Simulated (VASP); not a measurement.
These are PBEsol GGA, VASP's PBE PAW potentials (set 64) (plane waves; VASP 6.6.1) values and carry that method's errors.

VASP ran on this input.

File KPOINTS:
```
Regular mesh
0
Gamma
  12 12 12
0 0 0
```

### INCAR
```
! general
SYSTEM  = NiAl
PREC    = Accurate
ENCUT   = 480
LREAL   = F
LASPH   = T

! electronic loop
EDIFF   = 1E-7
NELM    = 100
ALGO    = Normal
LMAXMIX = 4

! smearing
ISMEAR  = 1
SIGMA   = 0.1

! functional
GGA     = PS

! ions
ISIF    = 2

! output
LWAVE   = F
LCHARG  = F
```

### POSCAR
```
NiAl
1
    2.8628019766     0.0000000000     0.0000000000
    0.0000000000     2.8628019766     0.0000000000
    0.0000000000     0.0000000000     2.8628019766
Al Ni
1 1
Direct
  0.5000000000   0.5000000000   0.5000000000
  0.0000000000   0.0000000000   0.0000000000
```

POTCAR, in this order: Al Ni (PBE.64 set). Program: vasp_std.

Task: Predict the energy per atom (σ→0), band gap (on the k-mesh).

Result: 
```yaml
energy per atom (σ→0): -558.8 kJ/mol of atoms
band gap (on the k-mesh): none (metal, semimetal or under 0.01 eV)
```

File OSZICAR:
```
...
DAV:   8    -0.115994736507E+02    0.10238E-01   -0.44889E-01  2114   0.855E+00    0.103E+00
DAV:   9    -0.115845937810E+02    0.14880E-01   -0.53666E-02  1968   0.375E+00    0.212E-01
DAV:  10    -0.115840870344E+02    0.50675E-03   -0.20018E-03  1920   0.716E-01    0.823E-02
DAV:  11    -0.115840875208E+02   -0.48640E-06   -0.54131E-05  1880   0.711E-02    0.293E-02
DAV:  12    -0.115840855072E+02    0.20136E-05   -0.12858E-05  1958   0.679E-02    0.394E-03
DAV:  13    -0.115840852286E+02    0.27855E-06   -0.31171E-07  1756   0.780E-03    0.181E-03
DAV:  14    -0.115840851664E+02    0.62230E-07   -0.22752E-07   966   0.727E-03
   1 F= -.11584085E+02 E0= -.11584113E+02  d E =0.833604E-04
```

The compound is NiAl in the CsCl type structure. It was relaxed first. The run is not spin-polarised, so no magnetic state was tried. The electron count is odd and the run is not spin-polarised, which forces a metal.
